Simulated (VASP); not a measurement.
Computed with LDA (Ceperley-Alder, Perdew-Zunger), VASP's LDA PAW potentials (set 64) (plane waves; VASP).

VASP ran on this input.

### POSCAR
```
BAs
1
    0.0000000000     2.4176783886     2.4176783886
    2.4176783886     0.0000000000     2.4176783886
    2.4176783886     2.4176783886     0.0000000000
B As
1 1
Direct
  0.0000000000   0.0000000000   0.0000000000
  0.2500000000   0.2500000000   0.2500000000
```

**INCAR**
```
SYSTEM = BAs
PREC = Accurate
ENCUT = 520
EDIFF = 1E-7
NELM = 100
ALGO = Normal
LREAL = .FALSE.
LASPH = .TRUE.
ISMEAR = 0
SIGMA = 0.05
LMAXMIX = 4
LWAVE = .FALSE.
LCHARG = .FALSE.
ISIF = 2
```

### KPOINTS
```
Automatic mesh
0
Gamma
10 10 10
0 0 0
```

POTCAR, in this order: B As (LDA.64 set). Program: vasp_std.

Output of the run:

**OSZICAR**
```
       N       E                     dE             d eps       ncg     rms          rms(c)
DAV:   1     0.134077685101E+02    0.13408E+02   -0.39128E+03   752   0.875E+02
DAV:   2    -0.131236619339E+02   -0.26531E+02   -0.25314E+02  1128   0.108E+02
DAV:   3    -0.135348191778E+02   -0.41116E+00   -0.41116E+00   864   0.181E+01
DAV:   4    -0.135356052138E+02   -0.78604E-03   -0.78604E-03  1080   0.824E-01
DAV:   5    -0.135356054743E+02   -0.26051E-06   -0.26047E-06   864   0.120E-02    0.475E+00
DAV:   6    -0.129703567809E+02    0.56525E+00   -0.18204E+00   768   0.674E+00    0.229E+00
DAV:   7    -0.128995581787E+02    0.70799E-01   -0.18113E-01  1024   0.263E+00    0.844E-01
DAV:   8    -0.128868358185E+02    0.12722E-01   -0.26034E-02   880   0.100E+00    0.108E-01
DAV:   9    -0.128868433785E+02   -0.75599E-05   -0.57004E-04   984   0.191E-01    0.556E-02
DAV:  10    -0.128868510081E+02   -0.76296E-05   -0.10760E-04   848   0.681E-02    0.147E-02
DAV:  11    -0.128868522014E+02   -0.11933E-05   -0.14741E-06  1080   0.123E-02    0.122E-02
DAV:  12    -0.128868520113E+02    0.19010E-06   -0.95701E-07   776   0.510E-03    0.139E-03
DAV:  13    -0.128868520128E+02   -0.15767E-08   -0.21717E-08   376   0.151E-03
   1 F= -.12886852E+02 E0= -.12886852E+02  d E =-.600111E-11
```

**OUTCAR**
```
------------------------ aborting loop because EDIFF is reached ----------------------------------------
  FORCE on cell =-STRESS in cart. coord.  units (eV):
  Direction    XX          YY          ZZ          XY          YZ          ZX
  --------------------------------------------------------------------------------------
  Total       -1.3458948     -1.3458948     -1.3458948     -0.0000000      0.0000000      0.0000000
  in kB      -76.2950095    -76.2950095    -76.2950095     -0.0000000      0.0000000      0.0000000
  external PRESSURE =     -76.2950095 kB  Pullay stress =       0.0000000 kB
  volume of cell :       28.26
      direct lattice vectors                 reciprocal lattice vectors
     0.000000000  2.417678389  2.417678389    -0.206809972  0.206809972  0.206809972
     2.417678389  0.000000000  2.417678389     0.206809972 -0.206809972  0.206809972
     2.417678389  2.417678389  0.000000000     0.206809972  0.206809972 -0.206809972
  FREE ENERGIE OF THE ION-ELECTRON SYSTEM (eV)
  ---------------------------------------------------
  free  energy   TOTEN  =       -12.8868520128 eV

  energy  without entropy=      -12.8868520128  energy(sigma->0) =      -12.88685201
```
(Selected blocks of OUTCAR.)

The compound is BAs in the zinc blende structure. This cell is one point of a volume scan, at 1.06 of the reference volume.
